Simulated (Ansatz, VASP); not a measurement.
# Cross-check of SrBe between VASP and Ansatz, part 2 of 2

One calculation is typed for both programs; each brings its own data sets. How far apart do they land? The cell is generated by rule, not measured, and may not be a known phase. The cell is taken from a series of runs on this material, whose earlier steps may have relaxed, scaled, displaced or heated it; both programs get it as it stands.

VASP 6.6.1 and Ansatz 0.2.0.

So far: Starting point; VASP: zone-centre phonons, LDA.

The structure was built from a prototype and need not be the compound's stable phase.

### Step 3. Ansatz: zone-centre phonons, LDA

Level of this step: Ansatz beside VASP: Kohn-Sham DFT, plane waves, LDA (Ansatz).

Ansatz runs on norm-conserving files, of PseudoDojo where its log says so.

The same cell, functional (in two slightly different forms), mesh and smearing now go to Ansatz.

The input, input.yaml:

```yaml
crystal:
  lattice:
    - [3.6490988976, 0.0, 0.0]
    - [0.0, 3.6490988976, 0.0]
    - [0.0, 0.0, 3.6490988976]
  atoms:
    - { symbol: Sr, position: [0.5, 0.5, 0.5] }
    - { symbol: Be, position: [0.0, 0.0, 0.0] }
kpoints:
  mp_grid: { grid: [10, 10, 10] }
hamiltonian:
  xc: lda
  pseudopotentials: { kind: nc, accuracy: standard }
scf:
  occupations: { method: methfessel_paxton, width: 0.27211 }
output:
  eigenvalues: true
basis:
  ecutwfc: 1197.301
phonons:
  method: dfpt
  qmesh: [2, 2, 2]
  temperatures: { t_max: 1000, t_step: 50 }
  qpath:
    path:
      - [[0.0, 0.0, 0.0], [0.0, 0.5, 0.0], [0.5, 0.5, 0.0], [0.0, 0.0, 0.0], [0.5, 0.5, 0.5], [0.0, 0.5, 0.0]]
      - [[0.5, 0.5, 0.5], [0.5, 0.5, 0.0]]
    npoints: 12
```

Launch:

```
$ ansatz run input.yaml --threads 4 --pin off --max-ram 8192MiB --backend cpu --events-out ev --progress --plain --runs-dir out
```

Output:

```text
Engine: ansatz 0.2.0, x86_64-unknown-linux-gnu
Pseudopotentials: kind: nc
Pseudopotential: Sr, nc, valence charge 10, recommended cutoff 925.187132 eV (normal), Sr.nc.azcp (PseudoDojo's, or run here from an input of PseudoDojo's; its table is named by hamiltonian.pseudopotentials.accuracy)
Pseudopotential: Be, nc, valence charge 4, recommended cutoff 1197.300995 eV (normal), Be.nc.azcp (PseudoDojo's, or run here from an input of PseudoDojo's; its table is named by hamiltonian.pseudopotentials.accuracy)
Functional definition: SPW92
  exchange = slater_x
  correlation = pw_c
Crystal: 2 atoms, lattice volume = 48.591 Å³
Basis set: ecut = 1197.301 eV, 4553 PW (Γ), exchange–correlation on 90×90×90 points (8 copies of the dense FFT grid, shifted against one another)
Bands: 11, of which v1, the nominal top of the filled ones, is band 7 counted from 1 (6 counted from 0)
Symmetry: 48 space group operations
k-points: 56 of 1000
Non-local potential: Sr, projectors of the file, l = 0: 2, l = 1: 2, l = 2: 2
Non-local potential: Be, projectors of the file, l = 0: 2, l = 1: 2
Initial density: superposition of atomic densities (chi_scale 0.1, normalization cell, long waves kept (reshape's long-wave potential 0.00 eV rms))
Initial wavefunctions: pseudopotential atomic-orbital guess
Functional: x = slater, c = lda
SCF iter   1: F=—  HF=-1307.787583 eV  |F-HF|=—  |Δ(HF+E_count)|=         —  Δρ=1.92e-2  dr2=5.58e-2  ethr=3.10e-3  ⟨swp⟩=5.8  Hψ=4617  notcnv=0
preconditioner: auto → none  [metal: Δε(μ)=0.080 eV  Ē_g=4.626 eV  σ=0.272 eV  W_gap=0.24  n_scr=6 (ndim 8)  ℏωp=10.7 eV  f_vac=0.000  D(μ)=1.33/eV (n_scr^D=6)  sad-step TF]
SCF iter   2: F=—  HF=-1307.778563 eV  |F-HF|=—  |Δ(HF+E_count)|=   9.02e-3  S|Δr|=    0.00e0  Δρ=1.00e-2  dr2=2.03e-2  ethr=3.99e-4  ⟨swp⟩=1.0  Hψ=1064  notcnv=0
SCF iter   3: F=—  HF=-1307.776536 eV  |F-HF|=—  |Δ(HF+E_count)|=   2.03e-3  S|Δr|=    0.00e0  Δρ=1.01e-3  dr2=1.72e-4  ethr=1.45e-4  ⟨swp⟩=2.0  Hψ=735  notcnv=0
SCF iter   4: F=—  HF=-1307.776607 eV  |F-HF|=—  |Δ(HF+E_count)|=   7.13e-5  S|Δr|=    0.00e0  Δρ=1.99e-4  dr2=1.83e-5  ethr=1.23e-6  ⟨swp⟩=2.6  Hψ=932  notcnv=0
SCF iter   5: F=—  HF=-1307.776607 eV  |F-HF|=—  |Δ(HF+E_count)|=   2.45e-7  S|Δr|=    0.00e0  Δρ=2.94e-5  dr2=2.73e-7  ethr=1.31e-7  ⟨swp⟩=2.2  Hψ=777  notcnv=0
SCF iter   6: F=—  HF=-1307.776575 eV  |F-HF|=—  |Δ(HF+E_count)|=   3.27e-5  S|Δr|=    0.00e0  Δρ=1.15e-5  dr2=1.98e-8  ethr=1.95e-9  ⟨swp⟩=2.2  Hψ=1016  notcnv=0
SCF iter   7: F=—  HF=-1307.776575 eV  |F-HF|=—  |Δ(HF+E_count)|=   2.83e-9  S|Δr|=    0.00e0  Δρ=6.78e-7  dr2=7.67e-11  ethr=1.41e-10  ⟨swp⟩=2.3  Hψ=845  notcnv=0
SCF iter   8: F=-1307.776575 eV  HF=-1307.776575 eV  |F-HF|=4.55e-13  |Δ(HF+E_count)|=  7.71e-11  S|Δr|=    0.00e0  Δρ=6.67e-8  dr2=9.26e-13  ethr=1.00e-12  ⟨swp⟩=8.4  Hψ=3992  notcnv=0
SCF 1 converged in 8 iterations: F = -1307.776575 eV  dr2 = 9.26e-13
Initial density: read from a saved state, or passed on in memory by an earlier SCF of this step, an earlier step, the calling program or the single point that the run made first
iter 1 solved again at ethr=5.10e-8 eV; its pass at ethr=3.10e-3 eV (dr2=7.15e-6 eV) is discarded
SCF iter   1: F=—  HF=-1307.776596 eV  |F-HF|=—  |Δ(HF+E_count)|=         —  Δρ=5.22e-7  dr2=6.01e-11  ethr=5.10e-8  ⟨swp⟩=4.2  Hψ=7131  notcnv=0
eigensolver tolerance schedule: the retry pair's looser diagonalisation over-reported the residual by 118926.55 of it (diagonalisation noise at an unbounded share of the residual, at the tolerance the schedule requests for it); recorded, not acted on — ethr = c·dr2/N_el stays at c = 1.0e-1
preconditioner: auto → none  [metal: Δε(μ)=0.083 eV  Ē_g=4.651 eV  σ=0.272 eV  W_gap=0.25  n_scr=6 (ndim 8)  ℏωp=10.7 eV  f_vac=0.000  D(μ)=1.35/eV (n_scr^D=6)]
SCF iter   2: F=—  HF=-1307.776575 eV  |F-HF|=—  |Δ(HF+E_count)|=   2.15e-5  S|Δr|=    0.00e0  Δρ=3.12e-7  dr2=3.33e-11  ethr=1.00e-12  ⟨swp⟩=4.3  Hψ=1680  notcnv=0
SCF iter   3: F=-1307.776575 eV  HF=-1307.776575 eV  |F-HF|=5.46e-12  |Δ(HF+E_count)|=  9.09e-12  S|Δr|=    0.00e0  Δρ=1.85e-7  dr2=9.08e-12  ethr=1.00e-12  ⟨swp⟩=3.8  Hψ=2499  notcnv=0
SCF 2 converged in 3 iterations: F = -1307.776575 eV  dr2 = 9.08e-12
phonons: the bands overlap, so this run is a metal and interpolates without the dipole-dipole term. If the crystal is really an insulator or semiconductor, its LO-TO splitting is missing
NSCF: frozen V_eff on 56 k-points
NSCF: frozen V_eff on 126 k-points
DFPT response loops at q = (0, 0, 0) (fractional): preconditioner auto → Kerker (q_TF=auto, 2.217 Å⁻¹) (partly filled bands, converged f_vac=0.000); β = 1.00, the filter's whole step (`scf.mixing.beta` (0.50) is not read by the response loops under this deck's `scf.mixing.preconditioner`; to damp them name `kerker` or `kerker_dos`, under which they read `scf.mixing.beta`, and type it under 1.00, their step now; both keys bind the ground state too); Broyden in place of MSR1
NSCF: frozen V_eff on 432 k-points
DFPT response loops at q = (0, 0, -0.5) (fractional): mixed as the last ones told, above
NSCF: frozen V_eff on 432 k-points
DFPT response loops at q = (0, -0.5, -0.5) (fractional): mixed as the last ones told, above
NSCF: frozen V_eff on 252 k-points
DFPT response loops at q = (-0.5, -0.5, -0.5) (fractional): mixed as the last ones told, above
SCF converged after 8 iterations
Stability not checked: this state was not tested for a lower state beside it, because cold or Methfessel-Paxton smearing, or corrected tetrahedra, fill the levels in a way that the test cannot read (fill_not_monotonic; see scf.lower_state_search)
Free energy (F): -1307.776575 eV
Harris-Foulkes:  -1307.776575 eV  (|F-HF|=4.55e-13)
Internal energy: -1307.779694 eV  (E = F + TS)
E sigma→0 (E₀):  -1307.777355 eV
Entropy (-TS):   0.003119 eV (1.560 meV/atom)
Fermi energy:    6.727763 eV
--- Per-component energies (eV) ---
  E_band       = -282.858590
  E_kinetic    = 483.262022
  E_local      = -850.269354  (includes V_loc(G=0)·N_el)
  E_nonlocal   = -86.008511
  E_hartree    = 209.473666
  E_xc         = -288.277111
  E_vxc        = -248.790084  (∫ρ·V_xc dr)
  E_ewald      = -775.960405
  E_smearing   = 0.003119  (= −TS)
  E_closure    = 0.000000  (closes the sum)
  Σ components = -1307.776575   (vs F -1307.776575, Δ=0.00e0)
--- Band table (eV; the first three rows and the last of 56) ---
  k-point 0: bands = [... 3 lower, -10.0466, -10.0466, 1.5284, 8.0364, 8.0364, 10.3975, 10.3975, 10.3975]
  k-point 1: bands = [... 3 lower, -10.0415, -10.0415, 1.6693, 7.8635, 8.1080, 10.2107, 10.2107, 10.4727]
  k-point 2: bands = [... 3 lower, -10.0282, -10.0282, 2.0705, 7.2651, 8.3106, 9.7947, 9.7947, 10.9552]
  k-point 55: bands = [... 3 lower, -10.4116, -10.4116, 5.6300, 5.6300, 5.6300, 7.2621, 12.9316, 12.9316]
--- Phonons (Γ-DFPT): 2 representative perturbations + reference (Σ response iterations 6) ---
  ASR residual: 7.406e-5 → 0.000e0 eV/Å²; symmetrization residual: 6.775e-7 eV/Å²
  ASR residual per site (eV/Å²): 7.41e-5 4.50e-5
  Γ frequencies (cm⁻¹): 0.00 0.00 0.00 302.77 302.77 302.77
--- Phonons (arbitrary-q DFPT): 4 irreducible q on the 2×2×2 mesh ---
  q = [0.0000, 0.0000, 0.0000] (star 1, of the zone-centre solve; hermiticity 4.92e-7, symmetrization 9.03e-15): -0.00 0.00 0.00 302.77 302.77 302.77
  q = [0.0000, 0.0000, -0.5000] (star 3, 4 solved perturbations in 684 linear systems a pass and spin channel, the states on 216 of 1000 k-point pairs; hermiticity 1.53e-13, symmetrization 5.36e-13, the responses' own estimated error 4.0e-5 eV/Å²): 92.78 92.78 125.56 158.08 302.43 302.43
  q = [0.0000, -0.5000, -0.5000] (star 3, 4 solved perturbations in 684 linear systems a pass and spin channel, the states on 216 of 1000 k-point pairs; hermiticity 9.90e-7, symmetrization 1.88e-13, the responses' own estimated error 5.2e-5 eV/Å²): -15.05 -15.05 83.47 175.78 175.78 314.04
  q = [-0.5000, -0.5000, -0.5000] (star 1, 2 solved perturbations on 126 of 1000 k-point pairs; hermiticity 3.86e-13, symmetrization 1.30e-12, the responses' own estimated error 6.0e-5 eV/Å²): 127.65 127.65 127.65 137.31 137.31 137.31
  sum rule: each row above includes the acoustic sum rule's correction from the zone centre's row sums; it moved no ω² by more than (1.17 cm⁻¹)²
  mesh force constants: q→R imaginary residual 1.25e-17; ASR residual 7.406e-5 → 0.000e0 eV/Å²; symmetrization residual 1.998e-15 eV/Å²
  interpolated dispersion: 74 rows × 6 modes
  density of states and harmonic sums: on the 18×18×18 q-mesh, interpolated from the force constants of a 2×2×2 supercell (no non-analytic term)
  largest difference from the sums on the solved wave vectors: F 2.31e-1 eV, S 3.28e-4 and C_V 9.68e-5 eV/K
  zero-point energy: 0.060143 eV/cell   skipped modes (ω ≤ 0): 5, of them read as no rigid motion or as one in doubt: 2 (1.029e-3 modes/cell left out, lowest -15.05 cm⁻¹)   left out of the sums: 2.57e-4 of the cell's modes: C_V's classical limit lies that fraction below 3 k_B per atom; for a crystal, a wire or a layer, F and S can be off by more, and a phonons.interpolated_qmesh denser along its periods is the remedy for the sampling
```

### Step 4. Differences

Known differences besides the potentials themselves: the two LDA forms differ slightly; VASP's run holds the zone centre alone; the data sets hold 14 valence electrons in Ansatz (on norm-conserving files, of PseudoDojo where its log says so) and 12 in VASP; the cutoff is 1197.3 eV in Ansatz and 600 eV in VASP; VASP's log shows a relativistic correction to its local exchange, Ansatz's none. Total energies have different zeros and are not compared.

The two programs side by side:

| quantity | Ansatz | VASP | difference |
| --- | --- | --- | --- |
| optical mode 1 to 3 (cm⁻¹) | 302.8 | 303.5 | -0.25 % |

Modes are paired by rising frequency, not by their patterns, so a pair may set unlike modes beside each other; they are those without the splitting of longitudinal modes.

### Step 5. What came out

| Quantity | Value |
| --- | --- |
| r.m.s. difference of the optical zone-centre modes, each program's sorted by frequency (zone-centre phonons, LDA) | 0.76 cm⁻¹ |

In words: The r.m.s. difference of the optical zone-centre modes, each program's sorted by frequency is 0.76 cm⁻¹ (zone-centre phonons, LDA). The data sets hold unlike numbers of valence electrons (14 in Ansatz and 12 in VASP), so part of the differences comes from the potentials. Such differences can come from data sets, numerical settings and the points named under the comparisons, not from the functional's error against experiment.

[Lines on the potential files, build, host, timing and source positions are cut from VASP's logs without a mark.]

[Logs are printed without paths, hosts, clocks, repeated set-up lines and the standing remarks that a program may print on its own settings, such as how far it seeks lower states.]

[Hosts, paths, dates, database ids (printed as entryN), source tags and the programs' standing remarks are cut or masked in the printed files.]
